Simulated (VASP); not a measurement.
Energy against volume of HfO₂ (fluorite). Level of theory: r2SCAN meta-GGA, VASP's PBE PAW potentials (set 64) (plane waves; VASP).

```tsv
V (Å³/atom)	E (eV/atom)
9.988	-22.81238
10.307	-22.84131
10.626	-22.85083
10.944	-22.84368
11.263	-22.82233
```

Question: Fit a third-order Birch-Murnaghan equation of state.

Answer: 
- volume per atom: 10.64 Å³/atom
- bulk modulus: 276 GPa
- pressure derivative of the bulk modulus: 4.18
- lattice constant a: 5.035 Å

The compound is HfO2 in the fluorite structure, the high-temperature cubic form, which is unstable at 0 K; the monoclinic form is the stable one. It was relaxed first.
